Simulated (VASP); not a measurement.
Here is the system:

```
CELL_PARAMETERS angstrom
      2.85600     0.00000     0.00000
      0.00000     2.85600     0.00000
      0.00000     0.00000     3.74340
ATOMIC_POSITIONS crystal
  Cu 0.00000 0.00000 0.00000
  Au 0.50000 0.50000 0.50000
```

Calculation: PBE GGA, VASP's PBE PAW potentials (set 64) (plane waves; VASP). Settings: 400 eV cut-off, 11×11×9 Γ-centred mesh, first-order Methfessel-Paxton smearing of 0.10 eV, potentials Cu Au.

Question: Give the stress tensor in GPa (positive for a compressed cell).

Answer: 
```
-2.64   0.00   0.00
 0.00  -2.64   0.00
 0.00   0.00  -2.45
```
The pressure is its mean diagonal, -2.58 GPa.

The compound is CuAu in the L1_0 structure. The cell was not relaxed at this level.
